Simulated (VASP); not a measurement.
Output of a VASP run:

### OSZICAR
```
...
RMM:   6    -0.237664712199E+03   -0.96756E-05   -0.25320E-04   274   0.314E-02    0.321E-02
RMM:   7    -0.237664705334E+03    0.68645E-05   -0.52190E-05   206   0.151E-02
  13 F= -.23766471E+03 E0= -.23763521E+03  d E =-.489585E-02
       N       E                     dE             d eps       ncg     rms          rms(c)
DAV:   1    -0.237666483591E+03   -0.17714E-02   -0.73911E-02   304   0.560E-01    0.149E-01
RMM:   2    -0.237667010907E+03   -0.52732E-03   -0.44848E-03   272   0.125E-01    0.160E-01
RMM:   3    -0.237666526394E+03    0.48451E-03   -0.89372E-04   275   0.593E-02    0.614E-02
RMM:   4    -0.237666515811E+03    0.10583E-04   -0.18328E-04   285   0.271E-02    0.445E-02
RMM:   5    -0.237666498324E+03    0.17487E-04   -0.48206E-05   211   0.151E-02    0.233E-02
RMM:   6    -0.237666500077E+03   -0.17526E-05   -0.31550E-05   187   0.107E-02
  14 F= -.23766650E+03 E0= -.23763767E+03  d E =-.179474E-02
       N       E                     dE             d eps       ncg     rms          rms(c)
DAV:   1    -0.237667331037E+03   -0.83271E-03   -0.29930E-01   288   0.113E+00    0.260E-01
RMM:   2    -0.237668590119E+03   -0.12591E-02   -0.16345E-02   272   0.245E-01    0.226E-01
RMM:   3    -0.237667984244E+03    0.60588E-03   -0.31880E-03   279   0.114E-01    0.154E-01
RMM:   4    -0.237667785591E+03    0.19865E-03   -0.65782E-04   284   0.518E-02    0.728E-02
RMM:   5    -0.237667746615E+03    0.38976E-04   -0.17357E-04   276   0.292E-02    0.435E-02
RMM:   6    -0.237667748316E+03   -0.17007E-05   -0.12266E-04   273   0.217E-02    0.208E-02
RMM:   7    -0.237667746142E+03    0.21744E-05   -0.26561E-05   180   0.110E-02
  15 F= -.23766775E+03 E0= -.23763954E+03  d E =-.304081E-02
       N       E                     dE             d eps       ncg     rms          rms(c)
DAV:   1    -0.237668875352E+03   -0.11270E-02   -0.37827E-02   304   0.410E-01    0.889E-02
RMM:   2    -0.237669456755E+03   -0.58140E-03   -0.23787E-03   272   0.937E-02    0.188E-01
RMM:   3    -0.237669024242E+03    0.43251E-03   -0.49970E-04   276   0.435E-02    0.315E-02
RMM:   4    -0.237669019420E+03    0.48216E-05   -0.82385E-05   253   0.193E-02
  16 F= -.23766902E+03 E0= -.23764079E+03  d E =-.127328E-02
       N       E                     dE             d eps       ncg     rms          rms(c)
DAV:   1    -0.237669518492E+03   -0.49425E-03   -0.11417E-01   288   0.713E-01    0.155E-01
RMM:   2    -0.237671286660E+03   -0.17682E-02   -0.71204E-03   272   0.163E-01    0.329E-01
RMM:   3    -0.237669955704E+03    0.13310E-02   -0.15114E-03   276   0.759E-02    0.578E-02
RMM:   4    -0.237669940553E+03    0.15151E-04   -0.24950E-04   279   0.339E-02    0.383E-02
RMM:   5    -0.237669932603E+03    0.79502E-05   -0.75342E-05   253   0.186E-02
  17 F= -.23766993E+03 E0= -.23764167E+03  d E =-.218646E-02
       N       E                     dE             d eps       ncg     rms          rms(c)
DAV:   1    -0.237670767524E+03   -0.82697E-03   -0.36192E-02   288   0.399E-01    0.822E-02
RMM:   2    -0.237671020398E+03   -0.25287E-03   -0.20156E-03   272   0.882E-02    0.109E-01
RMM:   3    -0.237670907459E+03    0.11294E-03   -0.41664E-04   278   0.409E-02    0.544E-02
RMM:   4    -0.237670876224E+03    0.31236E-04   -0.77471E-05   245   0.187E-02    0.217E-02
RMM:   5    -0.237670873720E+03    0.25039E-05   -0.24580E-05   171   0.105E-02
  18 F= -.23767087E+03 E0= -.23764262E+03  d E =-.941117E-03
```

**OUTCAR**
```
------------------------ aborting loop because EDIFF is reached ----------------------------------------
  FORCE on cell =-STRESS in cart. coord.  units (eV):
  Direction    XX          YY          ZZ          XY          YZ          ZX
  --------------------------------------------------------------------------------------
  Total       15.6983640     10.7752733     10.6584746      0.1240948     -0.4951130     -0.0047515
  in kB       19.7807518     13.5774026     13.4302300      0.1563659     -0.6238681     -0.0059871
  external PRESSURE =      15.5961281 kB  Pullay stress =       0.0000000 kB
  volume of cell :     1271.52
      direct lattice vectors                 reciprocal lattice vectors
     0.000000000  8.598659058  8.598659058    -0.058148602  0.058148602  0.058148602
     8.598659058  0.000000000  8.598659058     0.058148602 -0.058148602  0.058148602
     8.598659058  8.598659058  0.000000000     0.058148602  0.058148602 -0.058148602
  FREE ENERGIE OF THE ION-ELECTRON SYSTEM (eV)
  ---------------------------------------------------
  free  energy   TOTEN  =      -237.6708737197 eV

  energy  without entropy=     -237.6143735438  energy(sigma->0) =     -237.64262363

 reached required accuracy - stopping structural energy minimisation
```
(Selected blocks of OUTCAR.)

File POSCAR:
```
Al28As26
1
    0.0000000000     8.5986590583     8.5986590583
    8.5986590583     0.0000000000     8.5986590583
    8.5986590583     8.5986590583     0.0000000000
Al As
28 26
Direct
  0.0000000000   0.0000000000   0.0000000000
  0.0000000000   0.0000000000   0.3333330000
  0.0000000000   0.0000000000   0.6666670000
  0.0000000000   0.3333330000   0.0000000000
  0.0000000000   0.3333330000   0.3333330000
  0.2534760000   0.5795150000   0.5840410000
  0.0000000000   0.3333330000   0.6666670000
  0.0000000000   0.6666670000   0.0000000000
  0.0000000000   0.6666670000   0.3333330000
  0.9974280000   0.6737340000   0.6647870000
  0.3333330000   0.0000000000   0.0000000000
  0.3333330000   0.0000000000   0.3333330000
  0.3333330000   0.0000000000   0.6666670000
  0.3333330000   0.3333330000   0.0000000000
  0.3333330000   0.3333330000   0.3333330000
  0.3312550000   0.3321190000   0.6643780000
  0.3333330000   0.6666670000   0.0000000000
  0.3323150000   0.6650410000   0.3318190000
  0.3318100000   0.6700420000   0.6633960000
  0.6666670000   0.0000000000   0.0000000000
  0.6666670000   0.0000000000   0.3333330000
  0.6666670000   1.0000000000   0.6666670000
  0.6666670000   0.3333330000   0.0000000000
  0.6666670000   0.3333330000   0.3333330000
  0.6666670000   0.3333330000   0.6666670000
  0.6666670000   0.6666670000   0.0000000000
  0.6666670000   0.6666670000   0.3333330000
  0.6666670000   0.6666670000   0.6666670000
  0.2500000000   0.2500000000   0.2500000000
  0.2500000000   0.2500000000   0.5833330000
  0.2500000000   0.2500000000   0.9166670000
  0.2500000000   0.5833330000   0.2500000000
  0.2500000000   0.5833330000   0.9166670000
  0.2500000000   0.9166670000   0.2500000000
  0.2500000000   0.9166670000   0.5833330000
  0.2500000000   0.9166670000   0.9166670000
  0.5833330000   0.2500000000   0.2500000000
  0.5833330000   0.2500000000   0.5833330000
  0.5833330000   0.2500000000   0.9166670000
  0.5833330000   0.5833330000   0.2500000000
  0.5833330000   0.5833330000   0.5833330000
  0.5833330000   0.5833330000   0.9166670000
  0.5833330000   0.9166670000   0.2500000000
  0.5833330000   0.9166670000   0.5833330000
  0.5833330000   0.9166670000   0.9166670000
  0.9166670000   0.2500000000   0.2500000000
  0.9166670000   0.2500000000   0.5833330000
  0.9166670000   0.2500000000   0.9166670000
  0.9166670000   0.5833330000   0.2500000000
  0.9166670000   0.5833330000   0.5833330000
  0.9166670000   0.5833330000   0.9166670000
  0.9166670000   0.9166670000   0.2500000000
  0.9166670000   0.9166670000   0.5833330000
  0.9166670000   0.9166670000   0.9166670000
```

Write an INCAR and KPOINTS that could have produced this output.

Several could match; the one computed here: the input of the run itself, PBE GGA, plane waves, VASP's PBE PAW potentials (set 64).

KPOINTS:
```
Automatic mesh
0
Gamma
1 1 1
0 0 0
```

INCAR:
```
NSW = 60
PREC = Normal
LCHARG = F
NELM = 100
ISYM = 0
IBRION = 2   # conjugate gradients
ENCUT = 400   # plane-wave cut-off (eV)
GGA = PE   # PBE
ISMEAR = 0   # Gaussian
SYSTEM = Al28As26
LWAVE = F
EDIFF = 1E-5   # SCF stop (eV)
LASPH = T   # aspherical one-centre terms
LMAXMIX = 4   # l cut-off of mixed one-centre charges
SIGMA = 0.05   # width (eV)
ALGO = Fast   # Davidson, then RMM-DIIS
LREAL = Auto   # projection in real space or not
NELMIN = 4
EDIFFG = -0.03   # ionic stop
ISIF = 2   # forces and stress, cell fixed
```

POTCAR, in this order: Al As (PBE.64 set). Program: vasp_gam.

The supercell is sampled at Γ alone, which is coarse: total energies, pressure and levels can be off, energies of defects by several tenths of an eV.

The cell is a supercell with a defect, built from a database entry that may be metastable or hypothetical: Al_As. The run is not spin-polarised, so no state with unpaired spins was tried.
